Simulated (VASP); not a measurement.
An input for Ansatz (written as the equivalent of a VASP run, and not itself run):

Ansatz 0.2 input:
```yaml
crystal:
  lattice:
    - [3.0779146, 0.0000001, 0.0000000]
    - [-1.5389567, 2.6655517, 0.0000000]
    - [0.0000000, 0.0000000, 3.7994157]
  atoms:
    - { symbol: O, position: [0.0000000, 0.0000000, 0.0000000] }
    - { symbol: Li, position: [0.3333330, 0.6666670, 0.1798806] }
    - { symbol: Li, position: [0.6666670, 0.3333330, 0.8201194] }
kpoints:
  mp_grid: { grid: [8, 8, 5] }
hamiltonian:
  xc: pbesol
  pseudopotentials: { kind: paw }
scf:
  occupations: { method: gaussian, width: 0.05 }
  max_iter: 100
relax:
  max_steps: 60
  f_tol: 0.02
  cell: {}
output: { forces: true, stress: true, eigenvalues: true }
```

Problem. Translate this input to VASP (INCAR, KPOINTS, POSCAR, choice of POTCAR).

Solution. One answer among several that fit: 
POSCAR:
```
Li2O
1
    3.0779145893     0.0000000770     0.0000000000
   -1.5389566622     2.6655516558    -0.0000000000
    0.0000000000     0.0000000000     3.7994156550
O Li
1 2
Direct
  0.0000000000   0.0000000000   0.0000000000
  0.3333330000   0.6666670000   0.1798806118
  0.6666670000   0.3333330000   0.8201193882
```

### INCAR
```
SYSTEM = Li2O
PREC = Accurate
ENCUT = 520
EDIFF = 1E-6
NELM = 100
ALGO = Normal
LREAL = .FALSE.
LASPH = .TRUE.
ISMEAR = 0
SIGMA = 0.05
GGA = PS
LWAVE = .FALSE.
LCHARG = .FALSE.
IBRION = 2
ISIF = 3
NSW = 60
EDIFFG = -0.02
```

File KPOINTS:
```
kpoints
0
G
 8 8 5
```

POTCAR, in this order: O Li_sv (PBE.64 set). Program: vasp_std.

What does not carry over: each code has its own PAW files, so the cut-off isn't converted (ENCUT is set for VASP's; basis.ecutwfc is left out, and Ansatz then takes the one that its files recommend); Ansatz stops its SCF on the density residual and VASP on the energy change (EDIFF).

The structure was generated: Li2O was put into the CdI2 type (P-3m1), which need not be its known phase. It was relaxed first, which changed the volume by +11 %. The start is the result of an earlier pass.
